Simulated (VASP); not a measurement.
# LiTi in VASP: notebook, part 2 of 2

VASP 6.6.1. The steps go on from the part before.

## 3. Relaxation of the atoms, PBE+D3(BJ)

File INCAR:

```
SYSTEM = LiTi
PREC = Accurate
ENCUT = 520
EDIFF = 1E-7
ISMEAR = -1
SIGMA = 0.05
LREAL = .FALSE.
LASPH = .TRUE.
NELM = 60
ALGO = Normal
ISIF = 2
LWAVE = .FALSE.
LCHARG = .FALSE.
LDIPOL = .TRUE.
IDIPOL = 3
DIPOL = 0.5 0.5 0.294
GGA = PE
IVDW = 12
IBRION = 2
NSW = 40
EDIFFG = -0.01
```

File KPOINTS:

```
regular mesh
0
G
  7 7 1
  0 0 0
```

File POSCAR:

```
LiTi
1.0
    3.6389800000      0.0000000000      0.0000000000
    0.0000000000      3.6389800000      0.0000000000
    0.0000000000      0.0000000000     23.8000000000
Li Ti
1 1
Selective dynamics
Direct
    0.0000000000      0.0000000000      0.2941200000  F F F
    0.5000000000      0.5000000000      0.2941200000  T T T
```

Potentials or basis: VASP PAW PBE potentials, release 64 (Li_sv, Ti_sv).

Started as:

```bash
$ cat potpaw_PBE.64/Li_sv/POTCAR potpaw_PBE.64/Ti_sv/POTCAR > POTCAR
$ mpirun -np 1 vasp_std > vasp.out
```

OUTCAR:

```text
SYSTEM = LiTi
   PREC = Accurate
   ENCUT = 520
   EDIFF = 1E-7
   ISMEAR = -1
   LREAL = .FALSE.
   LASPH = .TRUE.
   NELM = 60
   ISIF = 2
   GGA = PE
   IVDW = 12
   IBRION = 2
   NSW = 40
   EDIFFG = -0.01
 IVDW          = 12

 ion  position               nearest neighbor table
   1  0.000  0.000  0.294-   2 2.57   2 2.57   2 2.57   2 2.57
   2  0.500  0.500  0.294-   1 2.57   1 2.57   1 2.57   1 2.57

  LATTYP: Found a simple tetragonal cell.
 ALAT       =     3.6389800000
 C/A-ratio  =     6.5402942583

  Lattice vectors:

 A1 = (   3.6389800000,   0.0000000000,   0.0000000000)
 A2 = (   0.0000000000,   3.6389800000,   0.0000000000)
 A3 = (   0.0000000000,   0.0000000000,  23.8000000000)

Analysis of symmetry for initial positions (statically):
=====================================================================
 Subroutine PRICEL returns:
 Original cell was already a primitive cell.

 Routine SETGRP: Setting up the symmetry group for a
 simple tetragonal supercell.

 Subroutine GETGRP returns: Found 16 space group operations
 (whereof  8 operations were pure point group operations)
 out of a pool of 16 trial point group operations.

The static configuration has the point symmetry C_4v.
 The point group associated with its full space group is D_4h.

Analysis of symmetry for dynamics (positions and initial velocities):
=====================================================================
 Subroutine PRICEL returns:
 Original cell was already a primitive cell.

 Routine SETGRP: Setting up the symmetry group for a
 simple tetragonal supercell.

 Subroutine GETGRP returns: Found 16 space group operations
 (whereof  8 operations were pure point group operations)
 out of a pool of 16 trial point group operations.

The dynamic configuration has the point symmetry C_4v.
 The point group associated with its full space group is D_4h.

Analysis of constrained symmetry for selective dynamics:
=====================================================================
 Subroutine PRICEL returns:
 Original cell was already a primitive cell.

 Routine SETGRP: Setting up the symmetry group for a
 simple tetragonal supercell.

 Subroutine GETGRP returns: Found 16 space group operations
 (whereof  8 operations were pure point group operations)
 out of a pool of 16 trial point group operations.

The constrained configuration has the point symmetry C_4v.
 The point group associated with its full space group is D_4h.

 Subroutine INISYM returns: Found 16 space group operations
 (whereof  8 operations are pure point group operations),
 and found     1 'primitive' translations

----------------------------------------------------------------------------------------

                                     Primitive cell

  volume of cell :     315.1638

  direct lattice vectors                    reciprocal lattice vectors
     3.638980000  0.000000000  0.000000000     0.274802280  0.000000000  0.000000000
     0.000000000  3.638980000  0.000000000     0.000000000  0.274802280  0.000000000
     0.000000000  0.000000000 23.800000000     0.000000000  0.000000000  0.042016807

  length of vectors
[... 54 lines left out ...]
   ions per type =               1   1
   NGX,Y,Z   is equivalent  to a cutoff of  12.79, 12.79, 12.57 a.u.
   NGXF,Y,Z  is equivalent  to a cutoff of  25.58, 25.58, 25.15 a.u.
 SYSTEM =  LiTi
   PREC   = accura    normal or accurate (medium, high low for compatibility)
   ISTART =      0    job   : 0-new  1-cont  2-samecut
   ICHARG =      2    charge: 1-file 2-atom 10-const
   ISPIN  =      1    spin polarized calculation?
   LNONCOLLINEAR =      F non collinear calculations
   LSORBIT =      F    spin-orbit coupling
   LASPH  =      T    aspherical Exc in radial PAW
   ENCUT  =  520.0 eV  38.22 Ry    6.18 a.u.   6.77  6.77 44.25*2*pi/ulx,y,z
   NELM   =     60;   NELMIN=  2; NELMDL= -5     # of ELM steps
   EDIFF  = 0.1E-06   stopping-criterion for ELM
   LREAL  =      F    real-space projection
   EDIFFG = -.1E-01   stopping-criterion for IOM
   NSW    =     40    number of steps for IOM
   IBRION =      2    ionic relax: 0-MD 1-quasi-New 2-CG
   NFREE  =      1    steps in history (QN), initial steepest desc. (CG)
   ISIF   =      2    stress and relaxation
   ISYM   =      2    0-nonsym 1-usesym 2-fastsym
   POTIM  = 0.5000    time-step for ionic-motion
   TEBEG  =    0.0;   TEEND  =   0.0 temperature during run
   PSTRESS=    0.0 pullay stress
   NELECT =      15.0000    total number of electrons
   NUPDOWN=      -1.0000    fix difference up-down
   EMIN   =  10.00;   EMAX   =-10.00  energy-range for DOS
   EFERMI =   0.00;   METHOD = LEGACY
   ISMEAR =    -1;   SIGMA  =   0.05  broadening in eV -4-tet -1-fermi 0-gaus
   EFERMI_NEDOS =   21; number of points for ismear=-14 and -15
   IALGO  =     38    algorithm
   IMIX   =      4    mixing-type and parameters
     AMIX     =   0.40;   BMIX     =  1.00
     AMIX_MAG =   1.60;   BMIX_MAG =  1.00
  volume/ion in A,a.u.               =     157.58      1063.42
  Fermi-wavevector in a.u.,A,eV,Ry     =   0.593280  1.121137  4.788997  0.351981
  Thomas-Fermi vector in A             =   1.642418
   LORBIT       =      0    0 simple, 1 ext, 2 COOP (PROOUT), +10 PAW based schemes
   GGA     = PE    functional components
   LHFCALC =     F    Hartree Fock is set to
   AEXX    =    0.0000 exact exchange contribution
   IVDW    =    12    specifies the selected vdW correction
   LEPSILON=     F    determine dielectric tensor
   LRPA    =     F    only Hartree local field effects (RPA)
 conjugate gradient relaxation of ions
 non-spin polarized calculation
  energy-cutoff  :      520.00
  volume of cell :      315.16
 maximum number of plane-waves:      8534
 NGX is ok and might be reduce to    28
   NGX = 13   NGY = 13   NGZ = 89

 dipolmoment           0.000000      0.000000     -0.000003 electrons x Angstroem

 number of electron      14.9999992 magnetization

 dipolmoment           0.000000      0.000000      0.000001 electrons x Angstroem

 Free energy of the ion-electron system (eV)
  ---------------------------------------------------
  ext. energy  EPLUGINS =         0.00000000
  ---------------------------------------------------
  free energy    TOTEN  =        -5.40391472 eV

  energy without entropy =       -5.34350572  energy(sigma->0) =       -5.37371022

 E-fermi :  -3.0446     XC(G=0):  -1.8156

 val. band max:       -3.0525386870   @ k =   0.1429   0.0000   0.0000
 cond. band min:      -2.9798007631   @ k =   0.4286   0.0000   0.0000
 fundamental gap:      0.0727379239
 Fermi energy:        -3.0446290444

 k-point     1 :       0.0000    0.0000    0.0000
  band No.  band energies     occupation
      1     -60.4259      2.00000
      2     -49.0049      2.00000
      3     -36.9975      2.00000
      4     -36.5155      2.00000
      5     -36.5155      2.00000
      6      -6.1948      2.00000
      7      -3.3620      1.99650
      8      -2.8990      0.10306
      9      -2.7714      0.00843
     10      -2.1727      0.00000
     11      -2.1727      0.00000
[... 113 lines left out ...]
 k-point    10 :       0.4286    0.4286    0.0000
  band No.  band energies     occupation
      1     -60.4216      2.00000
      2     -49.0042      2.00000
      3     -36.9920      2.00000
      4     -36.5467      2.00000
      5     -36.5463      2.00000
      6      -3.3795      1.99754
      7      -2.9353      0.20200
      8      -2.8631      0.05168
      9      -2.6096      0.00033
     10      -2.3437      0.00000
     11      -2.2482      0.00000

------------------------ aborting loop because EDIFF is reached ----------------------------------------

 vacuum level on the upper side and lower side of the slab       (xc-potential included)        -0.008        -0.008

 Edisp (eV)   -0.24077

 E8    (eV) :    -0.1162

  FORCE on cell =-STRESS in cart. coord.  units (eV):
  Direction    XX          YY          ZZ          XY          YZ          ZX
  --------------------------------------------------------------------------------------
  -------------------------------------------------------------------------------------
  Total      -0.29934    -0.29934    -0.02641     0.00000    -0.00000    -0.00000
  in kB      -1.52176    -1.52176    -0.13425     0.00000    -0.00000    -0.00000
  external pressure =       -1.06 kB  Pullay stress =        0.00 kB

 VOLUME and BASIS-vectors are now :
 -----------------------------------------------------------------------------
  energy-cutoff  :      520.00
  volume of cell :      315.16
      direct lattice vectors                 reciprocal lattice vectors
     3.638980000  0.000000000  0.000000000     0.274802280  0.000000000  0.000000000
     0.000000000  3.638980000  0.000000000     0.000000000  0.274802280  0.000000000
     0.000000000  0.000000000 23.800000000     0.000000000  0.000000000  0.042016807

 POSITION                                       TOTAL-FORCE (eV/Angst)
 -----------------------------------------------------------------------------------
      0.00000      0.00000      7.00006         0.000000      0.000000      0.000000
      1.81949      1.81949      7.00006         0.000000      0.000000     -0.000000
 -----------------------------------------------------------------------------------
    total drift:                                0.000000      0.000000      0.000059

  FREE ENERGIE OF THE ION-ELECTRON SYSTEM (eV)
  ---------------------------------------------------
  free  energy   TOTEN  =        -5.6446839779 eV

  energy  without entropy=       -5.5842749758  energy(sigma->0) =       -5.61447948

 reached required accuracy - stopping structural energy minimisation

 vacuum level on the upper side and lower side of the slab         1.066         1.066
```

OSZICAR:

```text
N       E                     dE             d eps       ncg     rms          rms(c)
DAV:   1     0.706669842306E+02    0.70667E+02   -0.75418E+03   300   0.952E+02
DAV:   2     0.840284560741E+01   -0.62264E+02   -0.60271E+02   264   0.239E+02
DAV:   3    -0.559484651828E+01   -0.13998E+02   -0.13717E+02   420   0.854E+01
[... 16 lines left out ...]
DAV:  20    -0.540390772571E+01   -0.22062E-04   -0.21695E-06   260   0.332E-03    0.474E-04
DAV:  21    -0.540391347543E+01   -0.57497E-05   -0.71504E-07   270   0.270E-03    0.206E-04
DAV:  22    -0.540391445907E+01   -0.98364E-06   -0.98111E-08   174   0.108E-03    0.110E-04
DAV:  23    -0.540391465441E+01   -0.19534E-06   -0.15423E-08   124   0.484E-04    0.780E-05
DAV:  24    -0.540391471788E+01   -0.63462E-07   -0.63590E-09   110   0.372E-04
   1 F= -.56446840E+01 E0= -.56144795E+01  d E =-.564468E+01
```

CONTCAR:

```text
LiTi
   1.00000000000000
     3.6389800000000001    0.0000000000000000    0.0000000000000000
     0.0000000000000000    3.6389800000000001    0.0000000000000000
     0.0000000000000000    0.0000000000000000   23.8000000000000007
  Li              Ti
     1     1
Selective dynamics
Direct
     0.0000000000000000    0.0000000000000000    0.2941199999999995   F   F   F
     0.5000000000000000    0.5000000000000000    0.2941199999999995   T   T   T

  0.00000000E+00  0.00000000E+00  0.00000000E+00
  0.00000000E+00  0.00000000E+00  0.00000000E+00
```

Run time: 52 s. Hardware: 1 thread of Intel Xeon Platinum 8375C at 2.90GHz (Ice Lake), shared host; peak memory 0.39 GiB.

What came out:

```
Free energy                : -5.6447 eV
Band gap on the k mesh     : none (metal or under the smearing width)
Dispersion energy per atom : -0.120 eV
```

Final structure:
```cif
data_structure
_symmetry_space_group_name_H-M 'P 1'
_symmetry_Int_Tables_number 1
_cell_length_a 3.6390
_cell_length_b 3.6390
_cell_length_c 23.8000
_cell_angle_alpha 90.000
_cell_angle_beta 90.000
_cell_angle_gamma 90.000
_cell_volume 315.16
loop_
_atom_site_label
_atom_site_type_symbol
_atom_site_fract_x
_atom_site_fract_y
_atom_site_fract_z
_atom_site_occupancy
Li1 Li 0.00000 0.00000 0.29412 1
Ti1 Ti 0.50000 0.50000 0.29412 1
```

Levels at points of the mesh, in eV from the Fermi level:
```tsv
k point	band 5	band 6	band 7	band 8	band 9	band 10	band 11
(0.00, 0.00, 0.00)	-33.47	-3.15	-0.32	0.15	0.27	0.87	0.87
```

Caveat: the cutoff is under 1.25 times the usual one of these potentials, so pressure, stress and relaxed cells hold a basis-set (Pulay) error; the relaxation stopped at its first step, so nothing moved.

## 4. Relaxation of the atoms, PBE+D4

Edit INCAR of step 3 so:

```diff
@@ -17,3 +17,3 @@
 GGA = PE
-IVDW = 12
+IVDW = 13
 IBRION = 2
```

KPOINTS is that of step 3.

POSCAR is that of step 3.

Started as:

```bash
$ cat potpaw_PBE.64/Li_sv/POTCAR potpaw_PBE.64/Ti_sv/POTCAR > POTCAR
$ mpirun -np 1 vasp_std > vasp.out
```

Run time: 52 s. Hardware: 1 thread of Intel Xeon Platinum 8375C at 2.90GHz (Ice Lake), shared host; peak memory 0.38 GiB.

Results (log left out):

```yaml
Free_energy: -5.4855 eV
Band_gap_on_the_k_mesh: none (metal or under the smearing width)
Dispersion_energy_per_atom: -0.041 eV
```

Final structure:
```
Li Ti
1.0
     3.63898    0.00000    0.00000
     0.00000    3.63898    0.00000
     0.00000    0.00000   23.80000
Li Ti
1 1
Direct
  0.00000 0.00000 0.29412
  0.50000 0.50000 0.29412
```

Levels at points of the mesh, in eV from the Fermi level:
| k point | band 4 | band 5 | band 6 | band 7 | band 8 | band 9 | band 10 | band 11 |
| --- | --- | --- | --- | --- | --- | --- | --- | --- |
| (0.00, 0.00, 0.00) | -33.47 | -33.47 | -3.15 | -0.32 | 0.15 | 0.27 | 0.87 | 0.87 |

Caveat: the cutoff is under 1.25 times the usual one of these potentials, so pressure, stress and relaxed cells hold a basis-set (Pulay) error; the relaxation stopped at its first step, so nothing moved.

## 5. Relaxation of the atoms, PBE+TS

Edit INCAR of step 4 so:

```diff
@@ -17,3 +17,3 @@
 GGA = PE
-IVDW = 13
+IVDW = 2
 IBRION = 2
```

KPOINTS is that of step 4.

POSCAR is that of step 4.

Started as:

```bash
$ cat potpaw_PBE.64/Li_sv/POTCAR potpaw_PBE.64/Ti_sv/POTCAR > POTCAR
$ mpirun -np 1 vasp_std > vasp.out
```

It took 55 s on 1 thread of Intel Xeon Platinum 8375C at 2.90GHz (Ice Lake), shared host; peak memory 0.36 GiB.

Results (log left out):

```yaml
Free_energy: -5.8321 eV
Band_gap_on_the_k_mesh: none (metal or under the smearing width)
Hirshfeld_charges: Li -0.12; Ti +0.12 e
Dispersion_energy_per_atom: -0.214 eV
```

Final structure:
```
CELL_PARAMETERS angstrom
3.63898 0.00000 0.00000
0.00000 3.63898 0.00000
0.00000 0.00000 23.80000
ATOMIC_POSITIONS crystal
Li 0.00000 0.00000 0.29412
Ti 0.50000 0.50000 0.29412
```

Levels at points of the mesh, in eV from the Fermi level:
| k point | band 5 | band 6 | band 7 | band 8 | band 9 | band 10 | band 11 |
| --- | --- | --- | --- | --- | --- | --- | --- |
| (0.00, 0.00, 0.00) | -33.47 | -3.15 | -0.32 | 0.15 | 0.27 | 0.87 | 0.87 |

Caveat: the cutoff is under 1.25 times the usual one of these potentials, so pressure, stress and relaxed cells hold a basis-set (Pulay) error; the relaxation stopped at its first step, so nothing moved; atom-pairwise D2, TS and ULG terms overbind metals.

## 6. The reference run

An earlier run on the cell as given: functional PBE; potentials or basis VASP PAW PBE potentials, release 64 (Li_sv, Ti_sv); cutoff 520 eV; k mesh 7 × 7 × 1; occupations fermi-dirac, width 0.05 eV; no spin polarisation.

- Band gap on the k mesh: none (metal or under the smearing width)

## 7. Overview

```csv
task,level,cell,atoms held fixed (from 0),gap on the mesh (eV)
relaxation of the atoms,PBE+D3,atoms relaxed,[0],none
relaxation of the atoms,PBE+D3(BJ),atoms relaxed,[0],none
relaxation of the atoms,PBE+D4,atoms relaxed,[0],none
relaxation of the atoms,PBE+TS,atoms relaxed,[0],none
single point,PBE,as given,-,none
```

Alike in all rows: potentials or basis VASP PAW PBE potentials, release 64 (Li_sv, Ti_sv); no spin polarisation; k mesh 7 × 7 × 1; cutoff (eV) 520; smearing fermi-dirac 0.05 eV.

Caveats: the cutoff is under 1.25 times the usual one of these potentials, so pressure, stress and relaxed cells hold a basis-set (Pulay) error; the relaxation stopped at its first step, so nothing moved (some runs); atom-pairwise D2, TS and ULG terms overbind metals (some runs).

Absolute energies hang on the potentials; compare differences alone.
